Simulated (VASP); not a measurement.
# CdCl3 (Pm-3n) in VASP: further runs

One crystal, CdCl3, is run at these levels: PBE; tasks: single point.

Everything below comes from runs of VASP 6.6.1. Logs are shortened: lines on timing, memory, paths and dates and some standing lists are left out, and cuts for length are marked.

## (1) The cell of the first run

Symmetry: Pm-3n, No. 223, cubic system. Conventional cell: a = 5.969 Å, b = 5.969 Å, c = 5.969 Å, α = 90.00°, β = 90.00°, γ = 90.00°. Around Cd (site symmetry m-3) lie 12 Cl at 3.34 Å. Cl (site symmetry -4m2) is surrounded by 2 Cl at 2.98 Å and 4 Cd at 3.34 Å.

The cell was built by a generator and needn't be a form met in nature.

## (2) Single point, PBE (species swapped into the Tl3Au type (Pm-3n, No. 223))

Input file INCAR:

```
SYSTEM = CdCl3
PREC = Accurate
ENCUT = 520
EDIFF = 1E-6
ISMEAR = 0
SIGMA = 0.1
LREAL = .FALSE.
LASPH = .TRUE.
NELM = 60
ALGO = Normal
ISIF = 2
LWAVE = .FALSE.
LCHARG = .FALSE.
GGA = PE
NBANDS = 43
```

Input file KPOINTS:

```
regular mesh
0
G
  4 4 4
  0 0 0
```

Input file POSCAR:

```
CdCl3
1.0
    5.9690558600      0.0000000000      0.0000000000
    0.0000000000      5.9690558600      0.0000000000
    0.0000000000      0.0000000000      5.9690558600
Cd Cl
2 6
Direct
    0.5000000000      0.5000000000      0.5000000000
    0.0000000000      0.0000000000      0.0000000000
    0.0000000000      0.5000000000      0.7500000000
    0.5000000000      0.2500000000      0.0000000000
    0.7500000000      0.0000000000      0.5000000000
    0.0000000000      0.5000000000      0.2500000000
    0.5000000000      0.7500000000      0.0000000000
    0.2500000000      0.0000000000      0.5000000000
```

Potentials or basis: VASP PAW PBE potentials, release 64 (Cd, Cl).

Launch:

```bash
$ cat potpaw_PBE.64/Cd/POTCAR potpaw_PBE.64/Cl/POTCAR > POTCAR
$ mpirun -np 1 vasp_std > vasp.out
```

OUTCAR:

```text
SYSTEM = CdCl3
   PREC = Accurate
   ENCUT = 520
   EDIFF = 1E-6
   ISMEAR = 0
   LREAL = .FALSE.
   LASPH = .TRUE.
   NELM = 60
   ISIF = 2
   GGA = PE

 ion  position               nearest neighbor table
   1  0.500  0.500  0.500-
   2  0.000  0.000  0.000-
   3  0.000  0.500  0.750-
   4  0.500  0.250  0.000-
   5  0.750  0.000  0.500-
   6  0.000  0.500  0.250-
   7  0.500  0.750  0.000-
   8  0.250  0.000  0.500-

  LATTYP: Found a simple cubic cell.
 ALAT       =     5.9690558600

  Lattice vectors:

 A1 = (   5.9690558600,   0.0000000000,   0.0000000000)
 A2 = (   0.0000000000,   5.9690558600,   0.0000000000)
 A3 = (   0.0000000000,   0.0000000000,   5.9690558600)

Analysis of symmetry for initial positions (statically):
=====================================================================
 Subroutine PRICEL returns:
 Original cell was already a primitive cell.

 Routine SETGRP: Setting up the symmetry group for a
 simple cubic supercell.

 Subroutine GETGRP returns: Found 48 space group operations
 (whereof 24 operations were pure point group operations)
 out of a pool of 48 trial point group operations.

The static configuration has the point symmetry T_h .
 The point group associated with its full space group is O_h .

Analysis of symmetry for dynamics (positions and initial velocities):
=====================================================================
 Subroutine PRICEL returns:
 Original cell was already a primitive cell.

 Routine SETGRP: Setting up the symmetry group for a
 simple cubic supercell.

 Subroutine GETGRP returns: Found 48 space group operations
 (whereof 24 operations were pure point group operations)
 out of a pool of 48 trial point group operations.

The dynamic configuration has the point symmetry T_h .
 The point group associated with its full space group is O_h .

 Subroutine INISYM returns: Found 48 space group operations
 (whereof 24 operations are pure point group operations),
 and found     1 'primitive' translations

----------------------------------------------------------------------------------------

                                     Primitive cell
[... 88 lines left out ...]
   EDIFF  = 0.1E-05   stopping-criterion for ELM
   LREAL  =      F    real-space projection
   EDIFFG = 0.1E-04   stopping-criterion for IOM
   NSW    =      0    number of steps for IOM
   IBRION =     -1    ionic relax: 0-MD 1-quasi-New 2-CG
   NFREE  =      0    steps in history (QN), initial steepest desc. (CG)
   ISIF   =      2    stress and relaxation
   ISYM   =      2    0-nonsym 1-usesym 2-fastsym
   POTIM  = 0.5000    time-step for ionic-motion
   TEBEG  =    0.0;   TEEND  =   0.0 temperature during run
   PSTRESS=    0.0 pullay stress
   NELECT =      66.0000    total number of electrons
   NUPDOWN=      -1.0000    fix difference up-down
   EMIN   =  10.00;   EMAX   =-10.00  energy-range for DOS
   EFERMI =   0.00;   METHOD = LEGACY
   ISMEAR =     0;   SIGMA  =   0.10  broadening in eV -4-tet -1-fermi 0-gaus
   EFERMI_NEDOS =   21; number of points for ismear=-14 and -15
   IALGO  =     38    algorithm
   IMIX   =      4    mixing-type and parameters
     AMIX     =   0.40;   BMIX     =  1.00
     AMIX_MAG =   1.60;   BMIX_MAG =  1.00
  volume/ion in A,a.u.               =      26.58       179.40
  Fermi-wavevector in a.u.,A,eV,Ry     =   1.108368  2.094511 16.714469  1.228479
  Thomas-Fermi vector in A             =   2.244894
   LORBIT       =      0    0 simple, 1 ext, 2 COOP (PROOUT), +10 PAW based schemes
   GGA     = PE    functional components
   LHFCALC =     F    Hartree Fock is set to
   AEXX    =    0.0000 exact exchange contribution
   IVDW    =     0    specifies the selected vdW correction
   LEPSILON=     F    determine dielectric tensor
   LRPA    =     F    only Hartree local field effects (RPA)
 non-spin polarized calculation
 Gauss-broadening in eV      SIGMA  =   0.10
  energy-cutoff  :      520.00
  volume of cell :      212.68
 maximum number of plane-waves:      5832
 NGX is ok and might be reduce to    48
   NGX = 23   NGY = 23   NGZ = 23

 number of electron      66.0000006 magnetization

 Free energy of the ion-electron system (eV)
  ---------------------------------------------------
  ext. energy  EPLUGINS =         0.00000000
  ---------------------------------------------------
  free energy    TOTEN  =       -13.52237469 eV

  energy without entropy =      -13.47363186  energy(sigma->0) =      -13.49800327

 E-fermi :   0.2283     XC(G=0):  -8.7834

 val. band max:        0.1908341099   @ k =   0.5000   0.5000   0.2500
 cond. band min:       0.8522952886   @ k =   0.0000   0.0000   0.0000
 fundamental gap:      0.6614611786
 Fermi energy:         0.2283107300

 k-point     1 :       0.0000    0.0000    0.0000
  band No.  band energies     occupation
      1     -13.9122      2.00000
      2     -13.3867      2.00000
      3     -13.3867      2.00000
      4     -12.7149      2.00000
      5     -12.7149      2.00000
      6     -12.7149      2.00000
[... 449 lines left out ...]
     42       6.3223      0.00000
     43      10.3276      0.00000

------------------------ aborting loop because EDIFF is reached ----------------------------------------

  FORCE on cell =-STRESS in cart. coord.  units (eV):
  Direction    XX          YY          ZZ          XY          YZ          ZX
  --------------------------------------------------------------------------------------
  -------------------------------------------------------------------------------------
  Total       -7.7402697     -7.7402697     -7.7402697      0.0000000      0.0000000      0.0000000
  in kB      -58.3109006    -58.3109006    -58.3109006      0.0000000      0.0000000      0.0000000
  external PRESSURE =     -58.3109006 kB  Pullay stress =       0.0000000 kB

 VOLUME and BASIS-vectors are now :
 -----------------------------------------------------------------------------
  energy-cutoff  :      520.00
  volume of cell :      212.68
      direct lattice vectors                 reciprocal lattice vectors
     5.969055860  0.000000000  0.000000000     0.167530682  0.000000000  0.000000000
     0.000000000  5.969055860  0.000000000     0.000000000  0.167530682  0.000000000
     0.000000000  0.000000000  5.969055860     0.000000000  0.000000000  0.167530682

 POSITION                                       TOTAL-FORCE (eV/Angst)
 -----------------------------------------------------------------------------------
      2.98453      2.98453      2.98453        -0.000000     -0.000000     -0.000000
      0.00000      0.00000      0.00000        -0.000000     -0.000000     -0.000000
      0.00000      2.98453      4.47679        -0.000000     -0.000000      0.000000
      2.98453      1.49226      0.00000        -0.000000     -0.000000     -0.000000
      4.47679      0.00000      2.98453        -0.000000     -0.000000      0.000000
      0.00000      2.98453      1.49226        -0.000000     -0.000000     -0.000000
      2.98453      4.47679      0.00000         0.000000     -0.000000      0.000000
      1.49226      0.00000      2.98453         0.000000      0.000000     -0.000000
 -----------------------------------------------------------------------------------
    total drift:                                0.000000     -0.000000      0.000000

  FREE ENERGIE OF THE ION-ELECTRON SYSTEM (eV)
  ---------------------------------------------------
  free  energy   TOTEN  =       -13.5223746906 eV

  energy  without entropy=      -13.4736318551  energy(sigma->0) =      -13.49800327
```

OSZICAR:

```text
N       E                     dE             d eps       ncg     rms          rms(c)
DAV:   1     0.478658170311E+03    0.47866E+03   -0.30850E+04   860   0.137E+03
DAV:   2     0.227769727653E+02   -0.45588E+03   -0.43722E+03  1081   0.303E+02
DAV:   3    -0.161569369228E+02   -0.38934E+02   -0.38492E+02   941   0.895E+01
DAV:   4    -0.166937827843E+02   -0.53685E+00   -0.53599E+00   981   0.117E+01
DAV:   5    -0.167037057972E+02   -0.99230E-02   -0.99223E-02   986   0.160E+00    0.770E+00
DAV:   6    -0.139921397747E+02    0.27116E+01   -0.28462E+00  1018   0.116E+01    0.595E+00
DAV:   7    -0.135674713297E+02    0.42467E+00   -0.72544E-01   923   0.408E+00    0.292E+00
DAV:   8    -0.135305559745E+02    0.36915E-01   -0.16937E-01   951   0.249E+00    0.816E-01
DAV:   9    -0.135260371268E+02    0.45188E-02   -0.41960E-02   902   0.116E+00    0.344E-01
DAV:  10    -0.135225380969E+02    0.34990E-02   -0.49471E-03   899   0.480E-01    0.165E-01
DAV:  11    -0.135223844150E+02    0.15368E-03   -0.16298E-03   899   0.200E-01    0.493E-02
DAV:  12    -0.135223818255E+02    0.25895E-05   -0.20160E-04   911   0.629E-02    0.156E-02
DAV:  13    -0.135223749132E+02    0.69123E-05   -0.97345E-06   852   0.166E-02    0.728E-03
DAV:  14    -0.135223746906E+02    0.22263E-06   -0.14525E-06   677   0.583E-03
   1 F= -.13522375E+02 E0= -.13498003E+02  d E =-.487428E-01
```

stdout:

```text
POSCAR found type information on POSCAR CdCl
 POSCAR found :  2 types and       8 ions
 scaLAPACK will be used
 LDA part: xc-table for (Slater+PW92), standard interpolation
 POSCAR, INCAR and KPOINTS ok, starting setup
 FFT: planning ... GRIDC
 FFT: planning ... GRID_SOFT
 FFT: planning ... GRID
 WAVECAR not read
 entering main loop
```

Wall time 1.7 min (1 thread of Intel Xeon Platinum 8488C (Sapphire Rapids), shared host); peak memory 0.35 GiB.

What came out:

```
Free energy            : -13.5224 eV
Pressure               : -5.8 GPa
Band gap on the k mesh : none (metal or under the smearing width)
```

Levels at points of the mesh, in eV from the Fermi level:
```
           k point  band 30  band 31  band 32  band 33  band 34  band 35  band 36  band 37
(0.00, 0.00, 0.00)    -0.75    -0.75    -0.28     0.62     0.62     0.62     0.68     6.12
(0.50, 0.00, 0.00)    -1.01    -0.67    -0.67     0.63     0.63     0.99     0.99     5.57
(0.50, 0.50, 0.00)    -0.89    -0.67    -0.67    -0.53     0.64     1.47     1.47     5.03
(0.50, 0.50, 0.50)    -1.03    -0.90    -0.90    -0.90    -0.90     1.89     1.89     6.09
```

(Part 1 of 2 ends here.)
